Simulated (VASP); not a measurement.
```
Se
1.0
    2.12543    -3.68135     0.00000
    2.12543     3.68135     0.00000
    0.00000     0.00000     4.99004
Se
3
Direct
  0.00000   0.22879   0.66667
  0.77121   0.77121   0.00000
  0.22879   0.00000   0.33333
```

Computed with r2SCAN+rVV10, VASP's PBE PAW potentials (set 64) (plane waves; VASP). Run with 520 eV cut-off, 6×6×5 Γ-centred mesh, Gaussian smearing of 0.050 eV, potentials Se.

The ions and cell shape at fixed volume are relaxed. Which structure does the run end with?

```
Se
1.0
    2.11269    -3.65929     0.00000
    2.11269     3.65929     0.00000
    0.00000     0.00000     5.05041
Se
3
Cartesian
  2.60411  -2.80812   3.36694
  3.24254   0.00000   0.00000
  2.60411   2.80812   1.68347
```
Space group P3_121 (152), at a tolerance of 0.03 Å.

How much energy does the relaxation gain?

The energy (σ→0) changes by -3.2 meV/atom, in 6 ionic steps.

```json
[
 {"step": "1", "E(σ→0) (eV)": "-42.4657", "max force (eV/Å)": "0.281", "pressure (GPa)": "1.98", "volume (Å³)": "78.09"},
 {"step": "2", "E(σ→0) (eV)": "-42.4743", "max force (eV/Å)": "0.053", "pressure (GPa)": "0.99", "volume (Å³)": "78.09"},
 {"step": "3", "E(σ→0) (eV)": "-42.4748", "max force (eV/Å)": "0.024", "pressure (GPa)": "0.65", "volume (Å³)": "78.09"},
 {"step": "4", "E(σ→0) (eV)": "-42.4748", "max force (eV/Å)": "0.018", "pressure (GPa)": "0.68", "volume (Å³)": "78.09"},
 {"step": "5", "E(σ→0) (eV)": "-42.4751", "max force (eV/Å)": "0.011", "pressure (GPa)": "0.65", "volume (Å³)": "78.09"},
 {"step": "6", "E(σ→0) (eV)": "-42.4752", "max force (eV/Å)": "0.001", "pressure (GPa)": "0.61", "volume (Å³)": "78.09"}
]
```

The compound is Se in the trig structure. This cell is one point of a volume scan, at 0.97 of the reference volume. Symmetry was kept, so distortions that lower it aren't found.
